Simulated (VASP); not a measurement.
Here is the system:

```
CELL_PARAMETERS angstrom
      1.70139    -2.94689     0.00000
      1.70139     2.94689     0.00000
      0.00000     0.00000    13.48241
ATOMIC_POSITIONS crystal
  Te 0.33333 0.66667 0.88074
  Te 0.66667 0.33333 0.38074
  Te 0.66667 0.33333 0.11926
  Te 0.33333 0.66667 0.61926
  Mo 0.33333 0.66667 0.25000
  Mo 0.66667 0.33333 0.75000
```

Level of theory: LDA (Ceperley-Alder, Perdew-Zunger), VASP's LDA PAW potentials (set 64) (plane waves; VASP). Run with 520 eV cut-off, 7×7×2 Γ-centred mesh, Gaussian smearing of 0.050 eV, potentials Te Mo_sv.

**Question.** The ions and cell shape at fixed volume are relaxed. Give the cell that the relaxation ends in.

**Answer.** 
```
CELL_PARAMETERS angstrom
      1.71345    -2.96777     0.00000
      1.71345     2.96777     0.00000
      0.00000     0.00000    13.29332
ATOMIC_POSITIONS crystal
  Te 0.33333 0.66667 0.88592
  Te 0.66667 0.33333 0.38592
  Te 0.66667 0.33333 0.11408
  Te 0.33333 0.66667 0.61408
  Mo 0.33333 0.66667 0.25000
  Mo 0.66667 0.33333 0.75000
```
Space group P6_3/mmc (194), at a tolerance of 0.03 Å.

**Question.** How much energy does the relaxation gain?

**Answer.** The energy (σ→0) changes by -20.1 meV/atom, in 7 ionic steps.

The compound is MoTe2 in the 2H layered structure. This cell is one point of a volume scan, at 0.94 of the reference volume. Symmetry was kept, so distortions that lower it aren't found.
